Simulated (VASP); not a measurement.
The cell holds one TiC (rock salt) (110) slab, with vacuum along c, ions free to move until forces fall under 0.03 eV/Å, no reconstruction beyond this cell, dipole correction on.

Consider the following.

```
CELL_PARAMETERS angstrom
      3.06359     0.00000     0.00000
      0.00000     4.33258     0.00000
      0.00000     0.00000    24.19970
ATOMIC_POSITIONS crystal
  Ti 0.00000 0.00000 0.34797
  Ti 0.50000 0.50000 0.40266
  Ti 0.00000 0.00000 0.47078
  Ti 0.50000 0.50000 0.52922
  Ti 0.00000 0.00000 0.59734
  Ti 0.50000 0.50000 0.65203
  C  0.50000 0.00000 0.40238
  C  0.00000 0.50000 0.34369
  C  0.50000 0.00000 0.53029
  C  0.00000 0.50000 0.46971
  C  0.50000 0.00000 0.65631
  C  0.00000 0.50000 0.59762
```

Calculation: r2SCAN meta-GGA, VASP's PBE PAW potentials (set 64) (plane waves; VASP). Numerical set-up: 450 eV cut-off, 9×7×1 Γ-centred mesh, first-order Methfessel-Paxton smearing of 0.10 eV, potentials Ti_sv C.

Slab and bulk use different k-meshes, so the surface energy is good to a few per cent at best.

Problem. Predict its surface energy, work function, band gap (on the k-mesh).

Solution. 
```yaml
surface_energy: 3.88 J/m^2
work_function: 3.71 eV
band gap (on the k-mesh): none (metal, semimetal or under 0.01 eV)
```

The cell is a thin slab with vacuum, built from TiC (rock salt): (110) face.
